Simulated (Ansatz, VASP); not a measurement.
**Ga3P3H8 (GaP wire along [110], 6 atoms a period, H-terminated): VASP beside Ansatz**

Aim: how closely do two programs agree when they are given the same cell, functional and k mesh? The cell is taken from a series of runs on this material, whose earlier steps may have relaxed, scaled, displaced or heated it; both programs get it as it stands.

Calculated with Ansatz 0.2.0; plane waves, with VASP 6.6.1 beside it; PBE, r2SCAN and PBE, spin-orbit coupling.

## Step 1: Starting point

The cell holds 14 atoms: 3 P, 8 H and 3 Ga. Its edges and angles: a = 12.670 Å, b = 13.276 Å, c = 3.968 Å, α = 90.0°, β = 90.0°, γ = 90.0°. Vacuum lies along a and b. The structure's axis is c.

## Step 2: Ansatz: single point, PBE

Ansatz runs on its PAW soft_1 files.

A single point takes one fixed geometry, so differences don't come from the geometry; what else differs is listed under the comparison.

Input file input.yaml:

```yaml
crystal:
  lattice:
    - [12.67, 0.0, 0.0]
    - [0.0, 13.276, 0.0]
    - [0.0, 0.0, 3.9681941533]
  atoms:
    - { symbol: P, position: [0.442493963, 0.347789171, 0.0] }
    - { symbol: H, position: [0.528470125, 0.278735925, 0.0] }
    - { symbol: Ga, position: [0.534391173, 0.50001083, 0.0] }
    - { symbol: H, position: [0.323124542, 0.195353548, 0.5] }
    - { symbol: H, position: [0.246493701, 0.391059261, 0.5] }
    - { symbol: H, position: [0.323124542, 0.804668112, 0.5] }
    - { symbol: H, position: [0.246493701, 0.608962399, 0.5] }
    - { symbol: Ga, position: [0.337778587, 0.312231311, 0.5] }
    - { symbol: Ga, position: [0.337778587, 0.687790349, 0.5] }
    - { symbol: P, position: [0.64386051, 0.50001083, 0.5] }
    - { symbol: H, position: [0.716691528, 0.418630057, 0.5] }
    - { symbol: H, position: [0.716691528, 0.581391603, 0.5] }
    - { symbol: P, position: [0.442493963, 0.652232489, 0.0] }
    - { symbol: H, position: [0.528470125, 0.721285735, 0.0] }
kpoints:
  mp_grid: { grid: [1, 1, 21] }
  band_path: { path: ["Γ", Z], npoints: 90 }
scf:
  occupations: { method: fermi_dirac, width: 0.05 }
hamiltonian:
  xc: pbe
  pseudopotentials: { kind: paw, azcp: { folder: soft_1 } }
output:
  dos: { e_range: [-5, 4] }
  write_potential: true
  write_density: true
  volumetric_format: npy
```

On the command line:

```sh
ansatz run input.yaml --threads 4 --pin off --max-ram 16384MiB --backend cpu --events-out ev --progress --plain --runs-dir out
```

Numbers of over 12 decimals in the logs are rounded to 6 here.

The program printed:

```text
Engine: ansatz 0.2.0, x86_64-unknown-linux-gnu
Pseudopotentials: kind: paw
Pseudopotential: P, paw, valence charge 5, recommended cutoff 420 eV (normal), soft_1/P.paw.azcp
Pseudopotential: H, paw, valence charge 1, recommended cutoff 420 eV (normal), soft_1/H.paw.azcp
Pseudopotential: Ga, paw, valence charge 13, recommended cutoff 420 eV (normal), soft_1/Ga.paw.azcp
Functional definition: PBE
  parameter kappa = 0.804
  parameter beta = 0.066725
  exchange = pbe_x(kappa = kappa, mu = beta*pi^2/3)
  correlation = pbe_c(beta = beta)
Crystal: 14 atoms, lattice volume = 667.478 Å³
Basis set: ecut = 420 eV, 13059 PW (Γ)
Bands: 45, of which v1, the nominal top of the filled ones, is band 31 counted from 1 (30 counted from 0)
Symmetry: 4 space group operations
Space group: Pmm2 (ITA 25), of the structure as read, at distance tolerance 8.7e-5 Å
k-points: 11 of 21
Non-local potential: P, projectors of the file, l = 0: 2, l = 1: 2, l = 2: 1
Non-local potential: H, projectors of the file, l = 0: 2, l = 1: 1
Non-local potential: Ga, projectors of the file, l = 0: 2, l = 1: 2, l = 2: 3, l = 3: 1
PAW form: soft (Blöchl's): semilocal exchange-correlation on the pseudo side does not see the compensation charge
PAW one-centre angular grid: P, 110 points (default); XC on 64 Gauss nodes
PAW one-centre angular grid: H, 110 points (default); XC on 64 Gauss nodes
PAW one-centre angular grid: Ga, 590 points (default); XC on 64 Gauss nodes
Initial density: superposition of atomic densities (neutral atoms: chi_scale 0, normalization atom)
Initial wavefunctions: pseudopotential atomic-orbital guess
Functional: x = pbe(κ = 0.804, μ = 0.219515), c = pbe(β = 0.066725)
SCF iter   1: F=—  HF=-13746.485960 eV  |F-HF|=—  |Δ(HF+E_count)|=         —  Δρ=3.69e-2  dr2=8.88e0  ethr=3.10e-3  ⟨swp⟩=10.4  Hψ=2920  notcnv=0  defer=3
preconditioner: auto → Resta (q_TF=auto, 1.836 Å⁻¹)  ε∞=1.7  [insulator: Δε(μ)=3.480 eV  Ē_g=14.025 eV  σ=0.050 eV  W_gap=1.00  n_scr=62 (ndim 8)  ℏωp=11.3 eV  f_vac=0.580  D(μ)=0.00/eV (n_scr^D=0)  ε∞_Penn≈1.7  vacuum switching on, ρ_ref=1.4e-2 e/Å³]
SCF iter   2: F=—  HF=-13743.976566 eV  |F-HF|=—  |Δ(HF+E_count)|=    2.51e0  Δρ=1.61e-2  dr2=1.49e0  ethr=3.10e-3  ⟨swp⟩=4.3  Hψ=1068  notcnv=0  defer=88
SCF iter   3: F=—  HF=-13743.628066 eV  |F-HF|=—  |Δ(HF+E_count)|=   3.49e-1  Δρ=3.85e-3  dr2=2.37e-1  ethr=2.41e-3  ⟨swp⟩=3.8  Hψ=1085  notcnv=0  defer=83
SCF iter   4: F=—  HF=-13743.549020 eV  |F-HF|=—  |Δ(HF+E_count)|=   7.90e-2  Δρ=1.35e-3  dr2=9.36e-3  ethr=3.82e-4  ⟨swp⟩=4.0  Hψ=928  notcnv=0  defer=83
SCF iter   5: F=—  HF=-13743.549657 eV  |F-HF|=—  |Δ(HF+E_count)|=   6.37e-4  Δρ=4.58e-4  dr2=8.69e-4  ethr=1.51e-5  ⟨swp⟩=2.6  Hψ=996  notcnv=0  defer=81
SCF iter   6: F=—  HF=-13743.549811 eV  |F-HF|=—  |Δ(HF+E_count)|=   1.54e-4  Δρ=1.45e-4  dr2=1.03e-4  ethr=1.40e-6  ⟨swp⟩=2.0  Hψ=755  notcnv=0  defer=81
SCF iter   7: F=—  HF=-13743.549866 eV  |F-HF|=—  |Δ(HF+E_count)|=   5.49e-5  Δρ=4.17e-5  dr2=1.09e-5  ethr=1.66e-7  ⟨swp⟩=2.0  Hψ=755  notcnv=0  defer=81
SCF iter   8: F=—  HF=-13743.549897 eV  |F-HF|=—  |Δ(HF+E_count)|=   3.14e-5  Δρ=1.45e-5  dr2=1.07e-6  ethr=1.76e-8  ⟨swp⟩=2.0  Hψ=717  notcnv=0  defer=81
SCF iter   9: F=—  HF=-13743.549898 eV  |F-HF|=—  |Δ(HF+E_count)|=   9.13e-7  Δρ=4.32e-6  dr2=2.37e-7  ethr=1.72e-9  ⟨swp⟩=2.0  Hψ=755  notcnv=0  defer=81
SCF iter  10: F=-13743.549898 eV  HF=-13743.549898 eV  |F-HF|=1.23e-8  |Δ(HF+E_count)|=   8.66e-8  Δρ=1.59e-6  dr2=1.71e-8  ethr=1.61e-10  ⟨swp⟩=16.6  Hψ=2906  notcnv=0
SCF 1 converged in 10 iterations: F = -13743.549898 eV  dr2 = 1.71e-8
  greatest PAW one-centre occupation: 0.995 electrons in one spin orbital (limit 2), on the Ga atom at site 2 (counted from 0), in its partial waves of l = 2
NSCF: frozen V_eff on 91 k-points
WARN: The output density's exchange-correlation potential varies sharply where the density is thin. Do not read a vacuum level from v_tot or v_xc, or from such a field of the output density. On a cell that repeats whose density bears no net charge and no dipole along the vacuum's axis use v_es (v_loc + v_h of the components); under efield.dipole_correction with no amplitude use v_es + v_field, which holds any externa [...]
SCF converged after 10 iterations
Free energy (F): -13743.549898 eV
Harris-Foulkes:  -13743.549898 eV  (|F-HF|=1.23e-8)
Internal energy: -13743.549898 eV  (E = F + TS)
E sigma→0 (E₀):  -13743.549898 eV
Fermi energy:    -2.006862 eV
--- Per-component energies (eV) ---
  E_band       = -739.743496
  E_kinetic    = 643.694565
  E_local      = -15834.709065  (includes V_loc(G=0)·N_el)
  E_nonlocal   = -176.761914
  E_hartree    = 8158.143817
  E_xc         = -476.513949
  E_vxc        = -437.880364  (∫ρ·V_xc dr)
  E_paw        = -7653.705256  (= ΣΔE_a)
  E_vpaw       = -1250.368896  (= ΣTr[D̂ρ^β])
  E_aug_tail   = -0.008229  (compensation charges beyond the density's cutoff)
  E_ewald      = 1596.310133
  E_smearing   = -0.000000  (= −TS)
  E_closure    = -0.000000  (closes the sum)
  Σ components = -13743.549898   (vs F -13743.549898, Δ=0.00e0)
--- Band table (eV; the first three rows and the last of 11) ---
  k-point 0: bands = [... 27 lower, -4.2306, -4.0314, -3.4346, -3.3611, -0.6755, 0.1139, 0.2078, 0.8097, ... 10 higher]
  k-point 1: bands = [... 27 lower, -4.2189, -4.0560, -3.5014, -3.4345, -0.5497, 0.1933, 0.3188, 0.8056, ... 10 higher]
  k-point 2: bands = [... 27 lower, -4.2522, -4.1346, -3.6459, -3.5991, -0.2106, 0.3531, 0.5563, 0.8277, ... 10 higher]
  k-point 10: bands = [... 27 lower, -4.6337, -4.4634, -4.4598, -4.3114, 0.1427, 0.5909, 0.6431, 1.0044, ... 10 higher]
```

The column dr2 measures how far the density is from self-consistency, as an energy; F and HF (Harris–Foulkes) agree once it is small.

## Step 3: VASP: single point, PBE

The same cell, functional, mesh and smearing now go to VASP, with its own data sets.

Lines of VASP's logs that name or quote its potential files are left out, and so is its time.

Input file INCAR:

```
SYSTEM = Ga3P3H8
PREC = Accurate
ENCUT = 400
EDIFF = 1E-06
NELM = 120
ISMEAR = -1
SIGMA = 0.05
LREAL = .FALSE.
ALGO = Normal
GGA = PE
NBANDS = 45
LORBIT = 11
LWAVE = .FALSE.
LCHARG = .FALSE.
ISIF = 2
LASPH = .TRUE.
GGA_COMPAT = .FALSE.
EFERMI = MIDGAP
KPAR = 4
```

Input file POSCAR:

```
Ga3P3H8
1.0
   12.6700000000      0.0000000000      0.0000000000
    0.0000000000     13.2760000000      0.0000000000
    0.0000000000      0.0000000000      3.9681941533
P H Ga
3 8 3
Direct
    0.4424939630      0.3477891710      0.0000000000
    0.6438605100      0.5000108300      0.5000000000
    0.4424939630      0.6522324890      0.0000000000
    0.5284701250      0.2787359250      0.0000000000
    0.3231245420      0.1953535480      0.5000000000
    0.2464937010      0.3910592610      0.5000000000
    0.3231245420      0.8046681120      0.5000000000
    0.2464937010      0.6089623990      0.5000000000
    0.7166915280      0.4186300570      0.5000000000
    0.7166915280      0.5813916030      0.5000000000
    0.5284701250      0.7212857350      0.0000000000
    0.5343911730      0.5000108300      0.0000000000
    0.3377785870      0.3122313110      0.5000000000
    0.3377785870      0.6877903490      0.5000000000
```

Input file KPOINTS:

```
Automatic mesh
0
Gamma
1 1 21
0 0 0
```

PAW data sets: P, H and Ga_d (PBE family, release 64).

On the command line:

```sh
mpirun -np 4 vasp_std
```

The program printed:

```text
[banner, memory and clock lines left out]
running    4 mpi-ranks, on    1 nodes
 distrk:  each k-point on    1 cores,    4 groups
 distr:  one band on    1 cores,    1 groups

 POSCAR found type information on POSCAR P H Ga
 POSCAR found :  3 types and      14 ions
 LDA part: xc-table for (Slater+PW92), standard interpolation
 POSCAR, INCAR and KPOINTS ok, starting setup
 FFT: planning ... GRIDC
 FFT: planning ... GRID_SOFT
 FFT: planning ... GRID
 WAVECAR not read
 entering main loop
       N       E                     dE             d eps       ncg     rms          rms(c)
DAV:   1     0.335304643461E+03    0.33530E+03   -0.22119E+04  1166   0.953E+02
DAV:   2    -0.125603333846E+02   -0.34786E+03   -0.33573E+03  1294   0.239E+02
DAV:   3    -0.534032595109E+02   -0.40843E+02   -0.40602E+02  1182   0.897E+01
DAV:   4    -0.554237478748E+02   -0.20205E+01   -0.20172E+01  1516   0.229E+01
DAV:   5    -0.554490252891E+02   -0.25277E-01   -0.25268E-01  1431   0.240E+00    0.120E+01
DAV:   6    -0.532611610843E+02    0.21879E+01   -0.14605E+00  1354   0.173E+01    0.691E+00
DAV:   7    -0.523861842799E+02    0.87498E+00   -0.30333E+00  1191   0.808E+00    0.156E+00
DAV:   8    -0.523646159529E+02    0.21568E-01   -0.59597E-01  1364   0.609E+00    0.102E+00
DAV:   9    -0.523476845929E+02    0.16931E-01   -0.50504E-02  1386   0.206E+00    0.385E-01
DAV:  10    -0.523419264421E+02    0.57582E-02   -0.12858E-02  1308   0.844E-01    0.159E-01
DAV:  11    -0.523381826368E+02    0.37438E-02   -0.40014E-03  1440   0.358E-01    0.126E-01
DAV:  12    -0.523400543663E+02   -0.18717E-02   -0.20002E-03  1212   0.178E-01    0.514E-02
DAV:  13    -0.523413405937E+02   -0.12862E-02   -0.10347E-03  1251   0.247E-01    0.422E-02
DAV:  14    -0.523425809802E+02   -0.12404E-02   -0.29836E-04  1343   0.787E-02    0.250E-02
DAV:  15    -0.523435484358E+02   -0.96746E-03   -0.20381E-04  1155   0.421E-02    0.149E-02
DAV:  16    -0.523440892992E+02   -0.54086E-03   -0.62083E-05  1196   0.236E-02    0.719E-03
DAV:  17    -0.523445716574E+02   -0.48236E-03   -0.38127E-05  1136   0.159E-02    0.601E-03
DAV:  18    -0.523448007730E+02   -0.22912E-03   -0.21607E-05  1054   0.164E-02    0.307E-03
DAV:  19    -0.523448807751E+02   -0.80002E-04   -0.86658E-06  1064   0.136E-02    0.149E-03
DAV:  20    -0.523448938692E+02   -0.13094E-04   -0.10005E-06   971   0.422E-03    0.840E-04
DAV:  21    -0.523449019668E+02   -0.80976E-05   -0.87811E-07   888   0.350E-03    0.113E-03
DAV:  22    -0.523449036203E+02   -0.16535E-05   -0.18495E-07  1044   0.167E-03    0.581E-04
DAV:  23    -0.523449039528E+02   -0.33253E-06   -0.69591E-08   835   0.917E-04
   1 F= -.52344904E+02 E0= -.52344904E+02  d E =-.922145E-12
```

Parts of OUTCAR (step 3):

```text
ion  position               nearest neighbor table
   1  0.442  0.348  0.000-   4 1.42  12 2.33  13 2.43  13 2.43
   2  0.644  0.500  0.500-   9 1.42  10 1.42  12 2.42  12 2.42
   3  0.442  0.652  0.000-  11 1.42  12 2.33  14 2.43  14 2.43
   4  0.528  0.279  0.000-   1 1.42
   5  0.323  0.195  0.500-  13 1.56
   6  0.246  0.391  0.500-  13 1.56
   7  0.323  0.805  0.500-  14 1.56
   8  0.246  0.609  0.500-  14 1.56
   9  0.717  0.419  0.500-   2 1.42
  10  0.717  0.581  0.500-   2 1.42
  11  0.528  0.721  0.000-   3 1.42
  12  0.534  0.500  0.000-   1 2.33   3 2.33   2 2.42   2 2.42
  13  0.338  0.312  0.500-   6 1.56   5 1.56   1 2.43   1 2.43
  14  0.338  0.688  0.500-   8 1.56   7 1.56   3 2.43   3 2.43

  LATTYP: Found a simple orthorhombic cell.
 ALAT       =     3.9681941533
 B/A-ratio  =     3.1928881276
 C/A-ratio  =     3.3456024295

 Subroutine GETGRP returns: Found  4 space group operations
 (whereof  2 operations were pure point group operations)

The static configuration has the point symmetry C_1h.
 The point group associated with its full space group is C_2v.

 Found     11 irreducible k-points:

   k-points           NKPTS =     11   k-points in BZ     NKDIM =     11   number of bands    NBANDS=     45

   dimension x,y,z NGX =    84 NGY =   90 NGZ =   28
   dimension x,y,z NGXF=   168 NGYF=  180 NGZF=   56

   ENCUT  =  400.0 eV  29.40 Ry    5.42 a.u.  20.66 21.65  6.47*2*pi/ulx,y,z

   NELECT =      62.0000    total number of electrons

 k-points in reciprocal lattice and weights: Automatic mesh
   0.00000000  0.00000000  0.00000000       0.048
   0.00000000  0.00000000  0.04761905       0.095
   0.00000000  0.00000000  0.09523810       0.095
   0.00000000  0.00000000  0.14285714       0.095
   0.00000000  0.00000000  0.19047619       0.095
   0.00000000  0.00000000  0.23809524       0.095
   0.00000000  0.00000000  0.28571429       0.095
   0.00000000  0.00000000  0.33333333       0.095
   0.00000000  0.00000000  0.38095238       0.095
   0.00000000  0.00000000  0.42857143       0.095
   0.00000000  0.00000000  0.47619048       0.095

 average (electrostatic) potential at core
       1 -91.0748       2 -92.2398       3 -91.0748       4 -40.3757       5 -38.0165
       6 -37.9792       7 -38.0165       8 -37.9792       9 -41.3337      10 -41.3337
      11 -40.3757      12 -73.4185      13 -72.0975      14 -72.0975

 E-fermi :  -2.4986

 k-point     1 :       0.0000    0.0000    0.0000
  band No.  band energies     occupation
    ...
     27      -4.8631      2.00000
     28      -4.7079      2.00000
     29      -4.5033      2.00000
     30      -3.9129      2.00000
     31      -3.8391      2.00000
     32      -1.1580      0.00000
     33      -0.3616      0.00000
     34      -0.2699      0.00000
     35       0.3440      0.00000
     36       0.6026      0.00000
    ...

 k-point     2 :       0.0000    0.0000    0.0476
  band No.  band energies     occupation
    ...
     27      -4.8704      2.00000
     28      -4.6961      2.00000
     29      -4.5281      2.00000
     30      -3.9793      2.00000
     31      -3.9123      2.00000
     32      -1.0319      0.00000
     33      -0.2807      0.00000
     34      -0.1570      0.00000
     35       0.3388      0.00000
     36       0.6490      0.00000
    ...

 k-point     3 :       0.0000    0.0000    0.0952
  band No.  band energies     occupation
    ...
     27      -4.9048      2.00000
     28      -4.7296      2.00000
     29      -4.6067      2.00000
     30      -4.1225      2.00000
     31      -4.0762      2.00000
     32      -0.6921      0.00000
     33      -0.1171      0.00000
     34       0.0898      0.00000
     35       0.3538      0.00000
     36       0.7841      0.00000
    ...

  Total       -0.8567587     -0.6860000     -0.5751262      0.0000000      0.0000000      0.0000000
  in kB       -2.0565172     -1.6466372     -1.3805018      0.0000000      0.0000000      0.0000000
  external PRESSURE =      -1.6945521 kB  Pullay stress =       0.0000000 kB

  energy-cutoff  :      400.00
  volume of cell :      667.48
      direct lattice vectors                 reciprocal lattice vectors
    12.670000000  0.000000000  0.000000000     0.078926598  0.000000000  0.000000000
     0.000000000 13.276000000  0.000000000     0.000000000  0.075323893  0.000000000
     0.000000000  0.000000000  3.968194153     0.000000000  0.000000000  0.252003799

 POSITION                                       TOTAL-FORCE (eV/Angst)
 -----------------------------------------------------------------------------------
      5.60640      4.61725      0.00000        -0.002554      0.007276      0.000000
      8.15771      6.63814      1.98410         0.035601      0.000000      0.000000
      5.60640      8.65904      0.00000        -0.002554     -0.007276      0.000000
      6.69572      3.70050      0.00000        -0.002637      0.003257      0.000000
      4.09399      2.59351      1.98410         0.005478      0.027341      0.000000
      3.12308      5.19170      1.98410         0.030224     -0.022728      0.000000
      4.09399     10.68277      1.98410         0.005478     -0.027341      0.000000
      3.12308      8.08458      1.98410         0.030224      0.022728      0.000000
      9.08048      5.55773      1.98410        -0.012630      0.006712      0.000000
      9.08048      7.71855      1.98410        -0.012630     -0.006712      0.000000
      6.69572      9.57579      0.00000        -0.002637     -0.003257      0.000000
      6.77074      6.63814      0.00000        -0.021215      0.000000      0.000000
      4.27965      4.14518      1.98410        -0.025075     -0.013863      0.000000
      4.27965      9.13110      1.98410        -0.025075      0.013863      0.000000
 -----------------------------------------------------------------------------------
    total drift:                               -0.005514      0.000007     -0.000031

  FREE ENERGIE OF THE ION-ELECTRON SYSTEM (eV)
  ---------------------------------------------------
  free  energy   TOTEN  =       -52.3449039528 eV

  energy  without entropy=      -52.3449039528  energy(sigma->0) =      -52.34490395

 total charge
# of ion       s       p       d       tot
------------------------------------------
    1        1.015   1.535   0.000   2.550
    2        1.011   1.560   0.000   2.571
    3        1.015   1.535   0.000   2.550
    4        0.565   0.023   0.000   0.587
    5        0.535   0.009   0.000   0.544
    6        0.537   0.009   0.000   0.546
    7        0.535   0.009   0.000   0.544
    8        0.537   0.009   0.000   0.546
    9        0.564   0.023   0.000   0.586
   10        0.564   0.023   0.000   0.586
   11        0.565   0.023   0.000   0.587
   12        0.865   0.841  10.002  11.708
   13        0.877   0.910   9.996  11.783
   14        0.877   0.910   9.996  11.783
--------------------------------------------------
tot         10.059   7.420  29.993  47.473

[... 3 further parts left out ...]
```

## Step 4: Comparison

Known differences besides the potentials themselves: the cutoff is 420 eV in Ansatz and 400 eV in VASP. Total energies have different zeros and are not compared.

The two programs side by side:

```csv
quantity,Ansatz,VASP,difference
gap on the k mesh (eV),2.686,2.681,+0.004
```

A gap on the mesh is an upper bound, since the band edges may lie between its points.

## Step 5: Ansatz: single point, r2SCAN

With cell and atoms fixed, the geometry can't cause a difference; cores, projectors, grids and the points listed under the comparison can.

The cell is taken from a series of runs on this material, whose earlier steps may have relaxed, scaled, displaced or heated it; both programs get it as it stands.

Edit input.yaml of step 2 so:

```diff
@@ -21,3 +21,3 @@
 kpoints:
-  mp_grid: { grid: [1, 1, 21] }
+  mp_grid: { grid: [1, 1, 16] }
   band_path: { path: ["Γ", Z], npoints: 90 }
@@ -26,8 +26,3 @@
 hamiltonian:
-  xc: pbe
+  xc: r2scan
   pseudopotentials: { kind: paw, azcp: { folder: soft_1 } }
-output:
-  dos: { e_range: [-5, 4] }
-  write_potential: true
-  write_density: true
-  volumetric_format: npy
```

On the command line:

```sh
ansatz run input.yaml --threads 4 --pin off --max-ram 16384MiB --backend cpu --events-out ev --progress --plain --runs-dir out
```

The program printed:

```text
[...]
Crystal: 14 atoms, lattice volume = 667.478 Å³
Basis set: ecut = 500 eV, 16973 PW (Γ), exchange–correlation on 384×400×120 points (64 copies of the dense FFT grid, shifted against one another)
Bands: 45, of which v1, the nominal top of the filled ones, is band 31 counted from 1 (30 counted from 0)
Symmetry: 4 space group operations
[...]
k-points: 9 of 16
[...]
--- Band table (eV; the first three rows and the last of 9) ---
  k-point 0: bands = [... 27 lower, -4.4559, -4.2793, -3.6594, -3.5842, -0.5686, 0.2818, 0.4648, 1.1447, ... 10 higher]
  k-point 1: bands = [... 27 lower, -4.4530, -4.3257, -3.7701, -3.7056, -0.3474, 0.4063, 0.6737, 1.1207, ... 10 higher]
  k-point 2: bands = [... 27 lower, -4.5664, -4.4655, -3.9663, -3.9343, 0.2109, 0.5832, 1.0098, 1.1647, ... 10 higher]
  k-point 8: bands = [... 27 lower, -4.9394, -4.7515, -4.7444, -4.6127, 0.3342, 0.7321, 0.8350, 1.1850, ... 10 higher]
[key lines of the parts left out:]
SCF converged after 9 iterations
Free energy (F): -13776.582422 eV
Fermi energy:    -2.067704 eV
```

Between step 4 and this run (r2SCAN and other k-mesh) the value for the gap on the k-mesh moves from 2.69 to 3.02.

(Continued in part 2 of 2.)

[Lines on the potential files, build, host, timing and source positions are cut from VASP's logs without a mark.]

[Logs are printed without paths, hosts, clocks, repeated set-up lines and the standing remarks that a program may print on its own settings, such as how far it seeks lower states.]

[Hosts, paths, dates, database ids (printed as entryN), source tags and the programs' standing remarks are cut or masked in the printed files.]
